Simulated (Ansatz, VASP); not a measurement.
# LiF (Griceite): VASP beside Ansatz

Aim: how closely do two programs agree when they are given the same cell, functional and k mesh? The cell is taken from a series of runs on this material, whose earlier steps may have relaxed, scaled, displaced or heated it; both programs get it as it stands.

Main program and level: Ansatz 0.2.0; plane waves, with VASP 6.6.1 beside it; zone-centre phonons at LDA.

## Step 1: Starting point

It takes space group Fm-3m (No. 225, cubic). Conventional cell: a = 3.907 Å, b = 3.907 Å, c = 3.907 Å, α = 90.00°, β = 90.00°, γ = 90.00°. Li has 6 F at 1.95 Å nearest. F has 6 Li at 1.95 Å nearest. Farther neighbours and most contacts between anions are not listed.

As a file:

```cif
data_structure
_symmetry_space_group_name_H-M 'Fm-3m'
_symmetry_Int_Tables_number 225
_cell_length_a 3.9073
_cell_length_b 3.9073
_cell_length_c 3.9073
_cell_angle_alpha 90.000
_cell_angle_beta 90.000
_cell_angle_gamma 90.000
_cell_volume 59.65
loop_
_atom_site_label
_atom_site_type_symbol
_atom_site_symmetry_multiplicity
_atom_site_Wyckoff_symbol
_atom_site_fract_x
_atom_site_fract_y
_atom_site_fract_z
_atom_site_occupancy
Li1 Li 4 a 0.00000 0.00000 0.00000 1
F1 F 4 b 0.50000 0.00000 0.00000 1
```

## Step 2: VASP: zone-centre phonons, LDA

Second derivatives magnify differences that forces hide, and they need a tight electronic threshold.

Lines of VASP's logs that name or quote its potential files are left out, and so is its time.

File INCAR:

```
SYSTEM = LiF
PREC = Accurate
ENCUT = 750
EDIFF = 1E-08
NELM = 120
ISMEAR = 0
SIGMA = 0.01
LREAL = .FALSE.
ALGO = Normal
GGA = CA
NBANDS = 11
LORBIT = 11
LWAVE = .FALSE.
LCHARG = .FALSE.
ISIF = 2
IBRION = 8
LEPSILON = .TRUE.
LASPH = .TRUE.
GGA_COMPAT = .FALSE.
EFERMI = MIDGAP
```

File POSCAR:

```
LiF
1.0
    0.0000000000      1.9536259172      1.9536259172
    1.9536259172      0.0000000000      1.9536259172
    1.9536259172      1.9536259172      0.0000000000
Li F
1 1
Direct
    0.0000000000      0.0000000000      0.0000000000
    0.5000000000      0.5000000000      0.5000000000
```

File KPOINTS:

```
Automatic mesh
0
Gamma
10 10 10
0 0 0
```

PAW data sets: Li_sv and F (LDA family, release 64).

Run with:

```
$ mpirun -np 1 vasp_std
```

Numbers of over 12 decimals in the logs are rounded to 6 here.

The program printed:

```text
[banner, memory and clock lines left out]
running    1 mpi-ranks, on    1 nodes
 distrk:  each k-point on    1 cores,    1 groups
 distr:  one band on    1 cores,    1 groups

 POSCAR found type information on POSCAR LiF
 POSCAR found :  2 types and       2 ions
 LDA part: xc-table for (Slater(with rela. corr.)+CA(PZ))
 , standard interpolation
 POSCAR, INCAR and KPOINTS ok, starting setup
 FFT: planning ... GRIDC
 FFT: planning ... GRID_SOFT
 FFT: planning ... GRID
 WAVECAR not read
 entering main loop
       N       E                     dE             d eps       ncg     rms          rms(c)
DAV:   1     0.405581089284E+02    0.40558E+02   -0.67287E+03  1050   0.121E+03
DAV:   2    -0.955239302243E+01   -0.50111E+02   -0.49277E+02  1169   0.232E+02
DAV:   3    -0.109740344891E+02   -0.14216E+01   -0.14140E+01  1331   0.346E+01
DAV:   4    -0.109956108902E+02   -0.21576E-01   -0.21574E-01  1228   0.464E+00
DAV:   5    -0.109958101556E+02   -0.19927E-03   -0.19926E-03  1326   0.355E-01    0.422E+00
DAV:   6    -0.105229725703E+02    0.47284E+00   -0.22047E+00  1196   0.999E+00    0.131E+00
DAV:   7    -0.105121447145E+02    0.10828E-01   -0.17070E-02  1408   0.123E+00    0.789E-01
DAV:   8    -0.105068560255E+02    0.52887E-02   -0.89587E-03  1478   0.111E+00    0.983E-02
DAV:   9    -0.105068235957E+02    0.32430E-04   -0.73869E-04  1190   0.271E-01    0.376E-02
DAV:  10    -0.105068367223E+02   -0.13127E-04   -0.30689E-05  1219   0.464E-02    0.692E-03
DAV:  11    -0.105068362951E+02    0.42722E-06   -0.14186E-06  1365   0.143E-02    0.113E-03
DAV:  12    -0.105068362957E+02   -0.63733E-09   -0.27201E-07  1453   0.401E-03    0.749E-04
DAV:  13    -0.105068362850E+02    0.10682E-07   -0.23945E-08  1111   0.146E-03    0.201E-04
DAV:  14    -0.105068362843E+02    0.68997E-09   -0.18941E-09   748   0.489E-04
   1 F= -.10506836E+02 E0= -.10506836E+02  d E =0.000000E+00
 Linear response reoptimize wavefunctions to high precision
DAV:   1    -0.105068362844E+02   -0.45134E-10   -0.95445E-10  1139   0.267E-04
 Linear response G [H, r] |phi>, progress :
  Direction:   1
       N       E                     dE             d eps       ncg     rms
RMM:   1    -0.326702154192E+02   -0.32670E+02    0.28557E+02  1443   0.187E+02
RMM:   2    -0.337954250475E+02   -0.11252E+01   -0.10786E+01  2129   0.257E+01
RMM:   3    -0.339736455635E+02   -0.17822E+00   -0.63401E-01  2323   0.542E+00
RMM:   4    -0.340103575034E+02   -0.36712E-01   -0.82221E-02  2325   0.189E+00
RMM:   5    -0.340161187467E+02   -0.57612E-02   -0.11423E-02  2334   0.694E-01
RMM:   6    -0.340169892303E+02   -0.87048E-03   -0.20378E-03  2282   0.263E-01
RMM:   7    -0.340171376810E+02   -0.14845E-03   -0.59244E-04  2295   0.103E-01
RMM:   8    -0.340171638832E+02   -0.26202E-04   -0.32218E-04  2290   0.436E-02
RMM:   9    -0.340171685550E+02   -0.46718E-05   -0.25785E-04  2291   0.202E-02
RMM:  10    -0.340171695094E+02   -0.95445E-06   -0.19397E-04  2298   0.110E-02
RMM:  11    -0.340171691918E+02    0.31758E-06    0.36930E-04  2296   0.730E-03
RMM:  12    -0.340171770754E+02   -0.78836E-05    0.31822E-03  2250   0.575E-03
RMM:  13    -0.340171834510E+02   -0.63756E-05   -0.13052E-03  2192   0.504E-03
RMM:  14    -0.340171761137E+02    0.73373E-05   -0.68691E-03  2065   0.469E-03
RMM:  15    -0.340171758222E+02    0.29147E-06   -0.64414E-03  1919   0.455E-03
RMM:  16    -0.340171758171E+02    0.51237E-08   -0.62720E-03  1835   0.450E-03
RMM:  17    -0.340171758899E+02   -0.72802E-07   -0.59976E-03  1768   0.448E-03
 Linear response G [H, r] |phi>, progress :
  Direction:   2
       N       E                     dE             d eps       ncg     rms
RMM:   1    -0.357149717287E+02   -0.35715E+02    0.68593E+01  1456   0.144E+02
RMM:   2    -0.361752256986E+02   -0.46025E+00   -0.74477E+00  2081   0.230E+01
RMM:   3    -0.362888350899E+02   -0.11361E+00   -0.42695E-01  2334   0.496E+00
RMM:   4    -0.363176531316E+02   -0.28818E-01   -0.64227E-02  2327   0.177E+00
RMM:   5    -0.363232684316E+02   -0.56153E-02   -0.10569E-02  2344   0.687E-01
RMM:   6    -0.363243049419E+02   -0.10365E-02   -0.16781E-03  2286   0.280E-01
RMM:   7    -0.363245159585E+02   -0.21102E-03   -0.14053E-04  2317   0.116E-01
RMM:   8    -0.363245588298E+02   -0.42871E-04    0.14105E-04  2328   0.505E-02
RMM:   9    -0.363245681637E+02   -0.93340E-05    0.15332E-04  2311   0.235E-02
RMM:  10    -0.363245706356E+02   -0.24719E-05   -0.16934E-04  2304   0.125E-02
RMM:  11    -0.363245708581E+02   -0.22251E-06    0.93373E-04  2326   0.779E-03
RMM:  12    -0.363245521677E+02    0.18690E-04    0.25048E-03  2299   0.579E-03
RMM:  13    -0.363245612933E+02   -0.91256E-05   -0.15211E-03  2198   0.487E-03
RMM:  14    -0.363245626372E+02   -0.13440E-05   -0.16562E-03  2069   0.449E-03
RMM:  15    -0.363245621568E+02    0.48045E-06   -0.52383E-04  1931   0.432E-03
RMM:  16    -0.363245625792E+02   -0.42238E-06   -0.61053E-04  1830   0.421E-03
[...]
RMM:   3    -0.467439960898E-01    0.37996E-03   -0.13472E-03  4343   0.277E-01    0.201E-01
RMM:   4    -0.486644801830E-01   -0.19205E-02   -0.95934E-04  4311   0.272E-01    0.162E-02
RMM:   5    -0.489331710952E-01   -0.26869E-03   -0.12134E-04  4768   0.742E-02    0.514E-03
RMM:   6    -0.489437659995E-01   -0.10595E-04   -0.29420E-05  4757   0.266E-02    0.971E-04
[...]
RMM:   8    -0.489480697405E-01   -0.22669E-05   -0.89228E-07  4899   0.422E-03    0.140E-04
RMM:   9    -0.489460487698E-01    0.20210E-05   -0.38139E-07  4841   0.183E-03    0.523E-05
RMM:  10    -0.489464856071E-01   -0.43684E-06   -0.12822E-06  4503   0.784E-04    0.127E-05
RMM:  11    -0.489462851733E-01    0.20043E-06   -0.28171E-06  4202   0.383E-04    0.757E-06
 change of polarisation eV/A/(eV/A) component  2 :     0.012     0.092    -0.003
 dielectric tensor                  component  2 :     0.143     2.112    -0.037
 Linear response to external field, progress :
  Direction:   3
       N       E                     dE             d eps       ncg     rms          rms(c)
RMM:   1    -0.457776435868E-01   -0.45778E-01   -0.10695E-01  4892   0.180E+00
RMM:   2    -0.471273367308E-01   -0.13497E-02   -0.44059E-03  4499   0.480E-01    0.344E-01
RMM:   3    -0.467457343727E-01    0.38160E-03   -0.13518E-03  4355   0.278E-01    0.201E-01
RMM:   4    -0.486638576590E-01   -0.19181E-02   -0.95270E-04  4326   0.273E-01    0.162E-02
RMM:   5    -0.489334194700E-01   -0.26956E-03   -0.12078E-04  4787   0.748E-02    0.517E-03
RMM:   6    -0.489436757719E-01   -0.10256E-04   -0.28661E-05  4770   0.268E-02    0.964E-04
RMM:   7    -0.489458087794E-01   -0.21330E-05   -0.40793E-06  4898   0.104E-02    0.213E-04
RMM:   8    -0.489480601151E-01   -0.22513E-05   -0.89034E-07  4887   0.422E-03    0.140E-04
RMM:   9    -0.489460217813E-01    0.20383E-05   -0.52680E-07  4848   0.183E-03    0.529E-05
RMM:  10    -0.489464884594E-01   -0.46668E-06   -0.25844E-07  4505   0.775E-04    0.137E-05
RMM:  11    -0.489462844690E-01    0.20399E-06   -0.23691E-06  4225   0.379E-04    0.684E-06
 change of polarisation eV/A/(eV/A) component  3 :    -0.000     0.007     0.092
 dielectric tensor                  component  3 :    -0.006     0.090     2.112
 Linear response DOF=           2
 Linear response progress:
  Degree of freedom:   1/  2
       N       E                     dE             d eps       ncg     rms          rms(c)
RMM:   1    -0.169275438801E+00   -0.16928E+00    0.18500E+00  2926   0.158E+01
RMM:   2    -0.174710472742E+00   -0.54350E-02   -0.16207E-02  3840   0.106E+00    0.584E-02
RMM:   3    -0.174711679528E+00   -0.12068E-05   -0.90729E-04  4620   0.226E-01    0.325E-02
RMM:   4    -0.174672837797E+00    0.38842E-04   -0.20666E-04  4678   0.934E-02    0.356E-03
RMM:   5    -0.174701043337E+00   -0.28206E-04   -0.63692E-05  4816   0.412E-02    0.976E-04
RMM:   6    -0.174714634215E+00   -0.13591E-04   -0.18152E-05  4851   0.200E-02    0.615E-04
RMM:   7    -0.174733728045E+00   -0.19094E-04   -0.28934E-05  4751   0.107E-02    0.207E-04
RMM:   8    -0.174734543895E+00   -0.81585E-06   -0.60490E-05  4978   0.647E-03    0.423E-05
RMM:   9    -0.174734705079E+00   -0.16118E-06   -0.47350E-05  5116   0.432E-03    0.539E-05
RMM:  10    -0.174734840878E+00   -0.13580E-06   -0.29812E-05  5189   0.310E-03    0.629E-05
RMM:  11    -0.174734307055E+00    0.53382E-06   -0.20917E-05  5129   0.232E-03    0.887E-05
RMM:  12    -0.174732536379E+00    0.17707E-05   -0.15894E-05  4767   0.187E-03    0.162E-04
RMM:  13    -0.174731440633E+00    0.10957E-05   -0.12746E-05  4915   0.152E-03    0.208E-04
RMM:  14    -0.174735217926E+00   -0.37773E-05   -0.10248E-05  4413   0.134E-03    0.814E-05
[...]
RMM:  33    -0.174738005584E+00   -0.21189E-08   -0.95527E-07  3705   0.310E-04    0.177E-06
RMM:  34    -0.174738006909E+00   -0.13248E-08   -0.87180E-07  3634   0.304E-04    0.198E-06
RMM:  35    -0.174738008267E+00   -0.13584E-08   -0.79703E-07  3663   0.299E-04    0.214E-06
RMM:  36    -0.174738008199E+00    0.68083E-10   -0.72955E-07  3546   0.294E-04    0.237E-06
RMM:  37    -0.174738008435E+00   -0.23545E-09   -0.66780E-07  3534   0.290E-04    0.255E-06
RMM:  38    -0.174738008441E+00   -0.65610E-11   -0.61311E-07  3519   0.287E-04    0.273E-06
RMM:  39    -0.174738008664E+00   -0.22312E-09   -0.56340E-07  3520   0.284E-04    0.287E-06
RMM:  40    -0.174738008682E+00   -0.17618E-10   -0.51829E-07  3511   0.281E-04    0.302E-06
 first order change of Fermi-energy   0.17619E-03
 force on displaced ion       1 direction 1 :  -2.231   0.000   0.000
 Born effective charge ion    1 direction 1 :   1.038   0.000   0.000
 Linear response progress:
  Degree of freedom:   2/  2
       N       E                     dE             d eps       ncg     rms          rms(c)
RMM:   1    -0.513448279852E+00   -0.51345E+00    0.50538E-01  4208   0.479E+00
RMM:   2    -0.507266474886E+00    0.61818E-02   -0.67175E-03  4033   0.726E-01    0.917E-02
RMM:   3    -0.508843731080E+00   -0.15773E-02   -0.79625E-04  4307   0.208E-01    0.498E-02
RMM:   4    -0.510815323492E+00   -0.19716E-02   -0.25856E-04  4159   0.121E-01    0.102E-02
RMM:   5    -0.510989768409E+00   -0.17444E-03   -0.24703E-05  4669   0.358E-02    0.253E-03
RMM:   6    -0.510895997987E+00    0.93770E-04   -0.39042E-06  4457   0.132E-02    0.711E-04
RMM:   7    -0.510890386099E+00    0.56119E-05   -0.80484E-07  4789   0.500E-03    0.106E-04
RMM:   8    -0.510888701398E+00    0.16847E-05   -0.38637E-07  4890   0.217E-03    0.403E-05
RMM:   9    -0.510887572215E+00    0.11292E-05   -0.30915E-07  4915   0.114E-03    0.946E-06
RMM:  10    -0.510887343713E+00    0.22850E-06   -0.26460E-07  5008   0.748E-04    0.236E-06
RMM:  11    -0.510887344490E+00   -0.77670E-09   -0.13815E-07  5107   0.594E-04    0.218E-06
RMM:  12    -0.510887316486E+00    0.28004E-07   -0.47621E-07  5065   0.535E-04    0.124E-06
RMM:  13    -0.510887316279E+00    0.20741E-09   -0.60302E-07  4833   0.512E-04    0.104E-06
RMM:  14    -0.510887296405E+00    0.19874E-07   -0.63058E-07  4964   0.503E-04    0.474E-07
RMM:  15    -0.510887293281E+00    0.31238E-08   -0.60173E-07  4379   0.499E-04    0.199E-07
RMM:  16    -0.510887293231E+00    0.50154E-10   -0.10697E-06  3870   0.497E-04    0.209E-07
RMM:  17    -0.510887293253E+00   -0.22163E-10   -0.13099E-06  3659   0.497E-04    0.250E-07
RMM:  18    -0.510887294430E+00   -0.11766E-08   -0.12655E-06  3476   0.497E-04    0.293E-07
RMM:  19    -0.510887291954E+00    0.24751E-08   -0.12686E-06  3389   0.497E-04    0.262E-07
RMM:  20    -0.510887290900E+00    0.10543E-08   -0.12755E-06  3470   0.497E-04    0.295E-07
 first order change of Fermi-energy   0.14885E-02
 force on displaced ion       2 direction 1 :  -2.220   0.000   0.000
 Born effective charge ion    2 direction 1 :  -1.038   0.000   0.000
 Born effective charges drift removed
 Linear response finished
```

Parts of OUTCAR (step 2):

```text
ion  position               nearest neighbor table
   1  0.000  0.000  0.000-   2 1.95   2 1.95   2 1.95   2 1.95   2 1.95   2 1.95
   2  0.500  0.500  0.500-   1 1.95   1 1.95   1 1.95   1 1.95   1 1.95   1 1.95

  LATTYP: Found a face centered cubic cell.
 ALAT       =     3.9072518344

 Subroutine GETGRP returns: Found 48 space group operations
 (whereof 48 operations were pure point group operations)

The static configuration has the point symmetry O_h .

 Found     47 irreducible k-points:

   k-points           NKPTS =     47   k-points in BZ     NKDIM =     47   number of bands    NBANDS=     11

   dimension x,y,z NGX =    28 NGY =   28 NGZ =   28
   dimension x,y,z NGXF=    56 NGYF=   56 NGZF=   56

   ENCUT  =  750.0 eV  55.12 Ry    7.42 a.u.   6.17  6.17  6.17*2*pi/ulx,y,z

   NELECT =      10.0000    total number of electrons

 k-points in reciprocal lattice and weights: Automatic mesh
   0.00000000  0.00000000  0.00000000       0.001
   0.10000000  0.00000000  0.00000000       0.008
   0.20000000  0.00000000  0.00000000       0.008
   0.30000000  0.00000000  0.00000000       0.008
   0.40000000  0.00000000  0.00000000       0.008
   0.50000000  0.00000000  0.00000000       0.004
   0.10000000  0.10000000  0.00000000       0.006
   0.20000000  0.10000000  0.00000000       0.024
   0.30000000  0.10000000  0.00000000       0.024
[...]
-0.30000000  0.40000000  0.20000000       0.024
  -0.30000000  0.50000000  0.20000000       0.012

 average (electrostatic) potential at core
       1 -62.9673       2 -76.1528

  Total       -0.0399669     -0.0399669     -0.0399669     -0.0000000     -0.0000000      0.0000000
  in kB       -4.2939511     -4.2939511     -4.2939511     -0.0000000     -0.0000000      0.0000000
  external PRESSURE =      -4.2939511 kB  Pullay stress =       0.0000000 kB

  energy-cutoff  :      750.00
  volume of cell :       14.91
      direct lattice vectors                 reciprocal lattice vectors
     0.000000000  1.953625917  1.953625917    -0.255934361  0.255934361  0.255934361
     1.953625917  0.000000000  1.953625917     0.255934361 -0.255934361  0.255934361
     1.953625917  1.953625917  0.000000000     0.255934361  0.255934361 -0.255934361

 POSITION                                       TOTAL-FORCE (eV/Angst)
 -----------------------------------------------------------------------------------
      0.00000      0.00000      0.00000         0.000000      0.000000      0.000000
      1.95363      1.95363      1.95363        -0.000000     -0.000000     -0.000000
 -----------------------------------------------------------------------------------
    total drift:                                0.000000      0.000000      0.000000

 MACROSCOPIC STATIC DIELECTRIC TENSOR (including local field effects in DFT)
 ------------------------------------------------------
           2.111641    -0.000000     0.000000
          -0.000000     2.111641     0.000000
           0.000000     0.000000     2.111641
 ------------------------------------------------------

 PIEZOELECTRIC TENSOR (including local field effects)  for field in x, y, z        (C/m^2)
          XX          YY          ZZ          XY          YZ          ZX
  --------------------------------------------------------------------------------
  x     0.00000     0.00000     0.00000     0.00000     0.00000     0.00000
  y     0.00000     0.00000     0.00000     0.00000     0.00000     0.00000
  z     0.00000     0.00000     0.00000     0.00000     0.00000     0.00000

 BORN EFFECTIVE CHARGES (including local field effects) (in |e|, cummulative output)
 ---------------------------------------------------------------------------------
 ion    1
    1     1.03798     0.00000     0.00000
    2    -0.00000     1.03798     0.00000
    3     0.00000    -0.00000     1.03798
 ion    2
    1    -1.03798    -0.00000    -0.00000
    2     0.00000    -1.03798    -0.00000
    3    -0.00000     0.00000    -1.03798

 Eigenvectors and eigenvalues of the dynamical matrix
 ----------------------------------------------------

   1 f  =   10.312749 THz    64.796914 2PiTHz  343.996282 cm-1    42.650084 meV
             X         Y         Z           dx          dy          dz
      0.000000  0.000000  0.000000    -0.855233    0.000000    0.000000
      1.953626  1.953626  1.953626     0.518243    0.000000    0.000000

   2 f  =   10.312749 THz    64.796914 2PiTHz  343.996282 cm-1    42.650084 meV
             X         Y         Z           dx          dy          dz
      0.000000  0.000000  0.000000     0.000000   -0.604741   -0.604741
      1.953626  1.953626  1.953626     0.000000    0.366453    0.366453

   3 f  =   10.312749 THz    64.796914 2PiTHz  343.996282 cm-1    42.650084 meV
             X         Y         Z           dx          dy          dz
      0.000000  0.000000  0.000000     0.000000    0.604741   -0.604741
      1.953626  1.953626  1.953626     0.000000   -0.366453    0.366453

   4 f/i=    0.011120 THz     0.069871 2PiTHz    0.370936 cm-1     0.045990 meV
             X         Y         Z           dx          dy          dz
      0.000000  0.000000  0.000000     0.000000   -0.413206    0.312789
      1.953626  1.953626  1.953626     0.000000   -0.681895    0.516182

   5 f/i=    0.011120 THz     0.069871 2PiTHz    0.370936 cm-1     0.045990 meV
             X         Y         Z           dx          dy          dz
      0.000000  0.000000  0.000000    -0.518243    0.000000    0.000000
      1.953626  1.953626  1.953626    -0.855233    0.000000    0.000000

   6 f/i=    0.011120 THz     0.069871 2PiTHz    0.370936 cm-1     0.045990 meV
             X         Y         Z           dx          dy          dz
      0.000000  0.000000  0.000000     0.000000   -0.312789   -0.413206
      1.953626  1.953626  1.953626     0.000000   -0.516182   -0.681895

 MACROSCOPIC STATIC DIELECTRIC TENSOR IONIC CONTRIBUTION
 ------------------------------------------------------
           5.873718     0.000000    -0.000000
           0.000000     5.873718    -0.000000
          -0.000000    -0.000000     5.873718
 ------------------------------------------------------

 ELASTIC MODULI CONTR FROM IONIC RELAXATION (kBar)
 Direction    XX          YY          ZZ          XY          YZ          ZX
 --------------------------------------------------------------------------------
 XX           0.0000      0.0000      0.0000      0.0000      0.0000      0.0000
 YY           0.0000      0.0000      0.0000      0.0000      0.0000      0.0000
 ZZ           0.0000      0.0000      0.0000      0.0000      0.0000      0.0000
 XY           0.0000      0.0000      0.0000      0.0000      0.0000      0.0000
 YZ           0.0000      0.0000      0.0000      0.0000      0.0000      0.0000
 ZX           0.0000      0.0000      0.0000      0.0000      0.0000      0.0000
 --------------------------------------------------------------------------------

 PIEZOELECTRIC TENSOR IONIC CONTR  for field in x, y, z        (C/m^2)
          XX          YY          ZZ          XY          YZ          ZX
  --------------------------------------------------------------------------------
  x     0.00000     0.00000     0.00000     0.00000     0.00000     0.00000
  y     0.00000     0.00000     0.00000     0.00000     0.00000     0.00000
  z     0.00000     0.00000     0.00000     0.00000     0.00000     0.00000
```

[end of part 1 of 2]

[Lines on the potential files, build, host, timing and source positions are cut from VASP's logs without a mark.]

[Logs are printed without paths, hosts, clocks, repeated set-up lines and the standing remarks that a program may print on its own settings, such as how far it seeks lower states.]

[Hosts, paths, dates, database ids (printed as entryN), source tags and the programs' standing remarks are cut or masked in the printed files.]
